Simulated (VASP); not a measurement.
# AgB2 (P6/mmm) in VASP: a series of runs

Runs on AgB2. Level: PBE. Tasks: single point, relaxation of cell and atoms.

Program: VASP 6.6.1. These are calculated values, not measurements. Logs are shortened: lines on timing, memory, paths and dates and some standing lists are left out, and cuts for length are marked.

### 1 Starting point

Symmetry: P6/mmm, No. 191, hexagonal system. The conventional cell has a = 3.017 Å, b = 3.017 Å, c = 4.087 Å, α = 90.00°, β = 90.00°, γ = 120.00°. Ag (site symmetry 6/mmm) is surrounded by 12 B at 2.69 Å and 6 Ag at 3.02 Å. B (site symmetry -6m2) is surrounded by 3 B at 1.74 Å.

### 2 Single point, PBE

INCAR reads:

```
  PREC = Accurate
  ENCUT = 520
  EDIFF = 1E-6
  ISMEAR = 0
  SIGMA = 0.05
  LREAL = False
  LASPH = True
  NELM = 100
  ALGO = Normal
  ISIF = 2
  LWAVE = False
  LCHARG = False
  GGA = PE
  NBANDS = 16
```

KPOINTS reads:

```
Automatic mesh
0
Gamma
  10 10 8
```

POSCAR reads:

```
AgB2
1.0
    3.0169326467      0.0000000000      0.0000000000
   -1.5084663233      2.6127403135      0.0000000000
    0.0000000000      0.0000000000      4.0867176842
Ag B
1 2
Direct
    0.0000000000      0.0000000000      0.0000000000
    0.3333333333      0.6666666667      0.5000000000
    0.6666666667      0.3333333333      0.5000000000
```

Potentials or basis: VASP PAW PBE potentials, release 64 (Ag, B).

Launch:

```console
cat potpaw_PBE.64/Ag/POTCAR potpaw_PBE.64/B/POTCAR > POTCAR
mpirun -np 1 vasp_std > vasp.out
```

OUTCAR:

```text
PREC = Accurate
   ENCUT = 520
   EDIFF = 1E-6
   ISMEAR = 0
   LREAL = False
   LASPH = True
   NELM = 100
   ISIF = 2
   GGA = PE

 ion  position               nearest neighbor table
   1  0.000  0.000  0.000-   2 2.69   3 2.69   2 2.69   3 2.69   2 2.69   2 2.69   3 2.69   3 2.69
                             3 2.69   3 2.69   2 2.69   2 2.69
   2  0.333  0.667  0.500-   3 1.74   3 1.74   3 1.74   1 2.69   1 2.69   1 2.69   1 2.69   1 2.69
                             1 2.69
   3  0.667  0.333  0.500-   2 1.74   2 1.74   2 1.74   1 2.69   1 2.69   1 2.69   1 2.69   1 2.69
                             1 2.69

  LATTYP: Found a hexagonal cell.
 ALAT       =     3.0169326467
 C/A-ratio  =     1.3545936097

  Lattice vectors:

 A1 = (   3.0169326467,   0.0000000000,   0.0000000000)
 A2 = (  -1.5084663233,   2.6127403135,   0.0000000000)
 A3 = (   0.0000000000,   0.0000000000,   4.0867176842)

Analysis of symmetry for initial positions (statically):
=====================================================================
 Subroutine PRICEL returns:
 Original cell was already a primitive cell.

 Routine SETGRP: Setting up the symmetry group for a
 hexagonal supercell.

 Subroutine GETGRP returns: Found 24 space group operations
 (whereof 24 operations were pure point group operations)
 out of a pool of 24 trial point group operations.

The static configuration has the point symmetry D_6h.

Analysis of symmetry for dynamics (positions and initial velocities):
=====================================================================
 Subroutine PRICEL returns:
 Original cell was already a primitive cell.

 Routine SETGRP: Setting up the symmetry group for a
 hexagonal supercell.

 Subroutine GETGRP returns: Found 24 space group operations
 (whereof 24 operations were pure point group operations)
 out of a pool of 24 trial point group operations.

The dynamic configuration has the point symmetry D_6h.

 Subroutine INISYM returns: Found 24 space group operations
 (whereof 24 operations are pure point group operations),
 and found     1 'primitive' translations

----------------------------------------------------------------------------------------

                                     Primitive cell

  volume of cell :      32.2134

  direct lattice vectors                    reciprocal lattice vectors
     3.016932647  0.000000000  0.000000000     0.331462488  0.191369956  0.000000000
    -1.508466323  2.612740313  0.000000000     0.000000000  0.382739913  0.000000000
     0.000000000  0.000000000  4.086717684     0.000000000  0.000000000  0.244695151

  length of vectors
     3.016932647  3.016932647  4.086717684     0.382739913  0.382739913  0.244695151

  position of ions in fractional coordinates (direct lattice)
     0.000000000  0.000000000  0.000000000
     0.333333333  0.666666667  0.500000000
     0.666666667  0.333333333  0.500000000

  ion indices of the primitive-cell ions
   primitive index   ion index
                 1           1
                 2           2
                 3           3

----------------------------------------------------------------------------------------

 KPOINTS: Automatic mesh

Automatic generation of k-mesh.
 Grid dimensions read from file:
 generate k-points for:   10   10    8

 Generating k-lattice:

  Cartesian coordinates                     Fractional coordinates (reciprocal lattice)
     0.033146249  0.019136996  0.000000000     0.100000000  0.000000000  0.000000000
     0.000000000  0.038273991  0.000000000     0.000000000  0.100000000  0.000000000
     0.000000000  0.000000000  0.030586894     0.000000000  0.000000000  0.125000000

  Length of vectors
     0.038273991  0.038273991  0.030586894

  Shift w.r.t. Gamma in fractional coordinates (k-lattice)
     0.000000000  0.000000000  0.000000000

 Subroutine IBZKPT returns following result:
 ===========================================

 Found     70 irreducible k-points:

 Following reciprocal coordinates:
            Coordinates               Weight
  0.000000  0.000000  0.000000      1.000000
  0.100000 -0.000000  0.000000      6.000000
  0.200000 -0.000000  0.000000      6.000000
  0.300000 -0.000000  0.000000      6.000000
  0.400000 -0.000000  0.000000      6.000000
  0.500000 -0.000000  0.000000      3.000000
[... 16 lines left out ...]
  0.300000  0.100000  0.125000     24.000000
  0.400000  0.100000  0.125000     24.000000
 [... further k-points ...]
   k-points           NKPTS =     70   k-points in BZ     NKDIM =     70   number of bands    NBANDS=     16
   number of dos      NEDOS =    301   number of ions     NIONS =      3
   total plane-waves  NPLWV =  17280
   dimension x,y,z NGX =    24 NGY =   24 NGZ =   30
   dimension x,y,z NGXF=    48 NGYF=   48 NGZF=   60
   ions per type =               1   2
   NGX,Y,Z   is equivalent  to a cutoff of  13.23, 13.23, 12.20 a.u.
   NGXF,Y,Z  is equivalent  to a cutoff of  26.45, 26.45, 24.41 a.u.
 SYSTEM =  unknown system
   PREC   = accura    normal or accurate (medium, high low for compatibility)
   ISTART =      0    job   : 0-new  1-cont  2-samecut
   ICHARG =      2    charge: 1-file 2-atom 10-const
   ISPIN  =      1    spin polarized calculation?
   LNONCOLLINEAR =      F non collinear calculations
   LSORBIT =      F    spin-orbit coupling
   LASPH  =      T    aspherical Exc in radial PAW
   ENCUT  =  520.0 eV  38.22 Ry    6.18 a.u.   5.61  5.61  7.60*2*pi/ulx,y,z
   NELM   =    100;   NELMIN=  2; NELMDL= -5     # of ELM steps
   EDIFF  = 0.1E-05   stopping-criterion for ELM
   LREAL  =      F    real-space projection
   EDIFFG = 0.1E-04   stopping-criterion for IOM
   NSW    =      0    number of steps for IOM
   IBRION =     -1    ionic relax: 0-MD 1-quasi-New 2-CG
   NFREE  =      0    steps in history (QN), initial steepest desc. (CG)
   ISIF   =      2    stress and relaxation
   ISYM   =      2    0-nonsym 1-usesym 2-fastsym
   POTIM  = 0.5000    time-step for ionic-motion
   TEBEG  =    0.0;   TEEND  =   0.0 temperature during run
   PSTRESS=    0.0 pullay stress
   NELECT =      17.0000    total number of electrons
   NUPDOWN=      -1.0000    fix difference up-down
   EMIN   =  10.00;   EMAX   =-10.00  energy-range for DOS
   EFERMI =   0.00;   METHOD = LEGACY
   ISMEAR =     0;   SIGMA  =   0.05  broadening in eV -4-tet -1-fermi 0-gaus
   EFERMI_NEDOS =   21; number of points for ismear=-14 and -15
   IALGO  =     38    algorithm
   IMIX   =      4    mixing-type and parameters
     AMIX     =   0.40;   BMIX     =  1.00
     AMIX_MAG =   1.60;   BMIX_MAG =  1.00
  volume/ion in A,a.u.               =      10.74        72.46
  Fermi-wavevector in a.u.,A,eV,Ry     =   1.322957  2.500026 23.813114  1.750214
  Thomas-Fermi vector in A             =   2.452600
   LORBIT       =      0    0 simple, 1 ext, 2 COOP (PROOUT), +10 PAW based schemes
   GGA     = PE    functional components
   LHFCALC =     F    Hartree Fock is set to
   AEXX    =    0.0000 exact exchange contribution
   IVDW    =     0    specifies the selected vdW correction
   LEPSILON=     F    determine dielectric tensor
   LRPA    =     F    only Hartree local field effects (RPA)
 non-spin polarized calculation
 Gauss-broadening in eV      SIGMA  =   0.05
  energy-cutoff  :      520.00
  volume of cell :       32.21
 maximum number of plane-waves:       891
 NGX is ok and might be reduce to    24
   NGX = 11   NGY = 11   NGZ = 15

 number of electron      16.9999997 magnetization

 Free energy of the ion-electron system (eV)
  ---------------------------------------------------
  ext. energy  EPLUGINS =         0.00000000
  ---------------------------------------------------
  free energy    TOTEN  =       -14.57204004 eV

  energy without entropy =      -14.57136337  energy(sigma->0) =      -14.57170170

 E-fermi :   6.9822     XC(G=0): -11.9801

 val. band max:        6.9532611128   @ k =   0.3000  -0.0000   0.5000
 cond. band min:       6.9858728917   @ k =   0.2000  -0.0000   0.0000
 fundamental gap:      0.0326117789
 Fermi energy:         6.9821854876

 k-point     1 :       0.0000    0.0000    0.0000
  band No.  band energies     occupation
      1      -5.0431      2.00000
      2       1.3583      2.00000
      3       2.2631      2.00000
      4       2.2631      2.00000
      5       3.1964      2.00000
      6       3.1964      2.00000
[... 8 lines left out ...]
     15      23.6221      0.00000
     16      24.4181      0.00000

 k-point     2 :       0.1000   -0.0000    0.0000
  band No.  band energies     occupation
      1      -4.8611      2.00000
      2       1.4894      2.00000
      3       2.1677      2.00000
      4       2.3774      2.00000
      5       2.4458      2.00000
      6       3.1698      2.00000
[... 8 lines left out ...]
     15      23.8377      0.00000
     16      24.1786      0.00000

 k-point     3 :       0.2000   -0.0000    0.0000
  band No.  band energies     occupation
      1      -4.3228      2.00000
      2       1.6836      2.00000
      3       1.8802      2.00000
      4       2.0246      2.00000
      5       2.6938      2.00000
      6       3.1007      2.00000
[... 8 lines left out ...]
     15      22.3207      0.00000
     16      23.1507      0.00000

 k-point     4 :       0.3000   -0.0000    0.0000
  band No.  band energies     occupation
      1      -3.4511      2.00000
      2       1.3676      2.00000
      3       1.4934      2.00000
      4       2.0390      2.00000
      5       3.0166      2.00000
      6       3.1313      2.00000
[... 8 lines left out ...]
     15      20.7701      0.00000
     16      22.6243      0.00000
[... 324 lines left out ...]
 k-point    22 :       0.2000    0.1000    0.1250
  band No.  band energies     occupation
      1      -3.7207      2.00000
      2       1.4600      2.00000
      3       1.7550      2.00000
      4       2.0388      2.00000
      5       2.8958      2.00000
      6       3.0211      2.00000
[... 8 lines left out ...]
     15      19.6752      0.00000
     16      22.5661      0.00000

 k-point    23 :       0.3000    0.1000    0.1250
  band No.  band energies     occupation
      1      -2.7252      2.00000
      2       0.9348      2.00000
      3       1.5717      2.00000
      4       1.9753      2.00000
      5       2.7396      2.00000
      6       3.3468      2.00000
[... 8 lines left out ...]
     15      20.1623      0.00000
     16      21.6806      0.00000

 k-point    24 :       0.4000    0.1000    0.1250
  band No.  band energies     occupation
      1      -1.4856      2.00000
      2      -0.1291      2.00000
      3       1.5163      2.00000
      4       1.6345      2.00000
      5       2.6264      2.00000
      6       3.6069      2.00000
[... 8 lines left out ...]
     15      20.5795      0.00000
     16      22.6537      0.00000

 [... further k-points ...]

------------------------ aborting loop because EDIFF is reached ----------------------------------------

  FORCE on cell =-STRESS in cart. coord.  units (eV):
  Direction    XX          YY          ZZ          XY          YZ          ZX
  --------------------------------------------------------------------------------------
  -------------------------------------------------------------------------------------
  Total       -0.0177422     -0.0177422     -0.0307294     -0.0000000      0.0000000      0.0000000
  in kB       -0.8824333     -0.8824333     -1.5283681     -0.0000000      0.0000000      0.0000000
  external PRESSURE =      -1.0977449 kB  Pullay stress =       0.0000000 kB

 VOLUME and BASIS-vectors are now :
 -----------------------------------------------------------------------------
  energy-cutoff  :      520.00
  volume of cell :       32.21
      direct lattice vectors                 reciprocal lattice vectors
     3.016932647  0.000000000  0.000000000     0.331462488  0.191369956  0.000000000
    -1.508466323  2.612740313  0.000000000     0.000000000  0.382739913  0.000000000
     0.000000000  0.000000000  4.086717684     0.000000000  0.000000000  0.244695151

 POSITION                                       TOTAL-FORCE (eV/Angst)
 -----------------------------------------------------------------------------------
      0.00000      0.00000      0.00000        -0.000000      0.000000     -0.000000
     -0.00000      1.74183      2.04336        -0.000000     -0.000000      0.000000
      1.50847      0.87091      2.04336         0.000000      0.000000     -0.000000
 -----------------------------------------------------------------------------------
    total drift:                               -0.000000      0.000000      0.000000

  FREE ENERGIE OF THE ION-ELECTRON SYSTEM (eV)
  ---------------------------------------------------
  free  energy   TOTEN  =       -14.5720400421 eV

  energy  without entropy=      -14.5713633667  energy(sigma->0) =      -14.57170170
```

Run time: 17 s. Hardware: 1 thread of Intel Xeon Platinum 8375C at 2.90GHz (Ice Lake), shared host; peak memory 0.17 GiB.

Results:

```
Free energy            : -14.5720 eV
Pressure               : -0.1 GPa
Band gap on the k mesh : none (metal or under the smearing width)
```

Levels at points of the mesh, in eV from the Fermi level:
```tsv
k point	band 6	band 7	band 8	band 9	band 10	band 11
(0.00, 0.00, 0.00)	-3.79	-3.78	1.20	1.28	1.28	7.60
(0.50, 0.00, 0.00)	-3.24	-2.63	-1.64	2.51	2.88	3.90
(0.00, 0.00, 0.50)	-3.91	-3.91	0.99	0.99	7.33	8.72
(0.50, 0.00, 0.50)	-3.23	-2.67	-2.50	-0.37	1.41	6.48
```

(Continued in part 2 of 2.)
